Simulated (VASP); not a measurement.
Here is the system:

```xyz
1
Lattice="0.0000 1.9185 1.9185 1.9185 0.0000 1.9185 1.9185 1.9185 0.0000" Properties=species:S:1:pos:R:3 pbc="T T T"
Pd     0.0000     0.0000     0.0000
```

The numbers are results of LDA (Ceperley-Alder, Perdew-Zunger), VASP's LDA PAW potentials (set 64) (plane waves; VASP), not measurements. Numerical set-up: 530 eV cut-off, 15×15×15 Γ-centred mesh, first-order Methfessel-Paxton smearing of 0.10 eV, potentials Pd.

Finite-difference elastic constants of metals are sensitive to mesh and smearing; shear constants can be off by tens of GPa.

Question: Give the elastic stiffness tensor with the ions relaxed (GPa, in the frame of the cell).

Answer: 
|  | xx | yy | zz | yz | xz | xy |
|---|---|---|---|---|---|---|
| xx | 280 | 204 | 204 | 0.0 | 0.0 | 0.0 |
| yy | 204 | 280 | 204 | 0.0 | 0.0 | 0.0 |
| zz | 204 | 204 | 280 | 0.0 | 0.0 | 0.0 |
| yz | 0.0 | 0.0 | 0.0 | 81.9 | 0.0 | 0.0 |
| xz | 0.0 | 0.0 | 0.0 | 0.0 | 81.9 | 0.0 |
| xy | 0.0 | 0.0 | 0.0 | 0.0 | 0.0 | 81.9 |

Question: Estimate the Hill bulk modulus, Hill shear modulus, Young's modulus, Poisson's ratio.

Answer: 
```
Item                  Result
------------------  --------
Hill bulk modulus    230 GPa
Hill shear modulus  60.0 GPa
Young's modulus      166 GPa
Poisson's ratio        0.380
```

The structure comes from a computed database's Pd entry (Fm-3m); how it stands against other phases isn't given here. It was relaxed first, which changed the volume by -6 %.
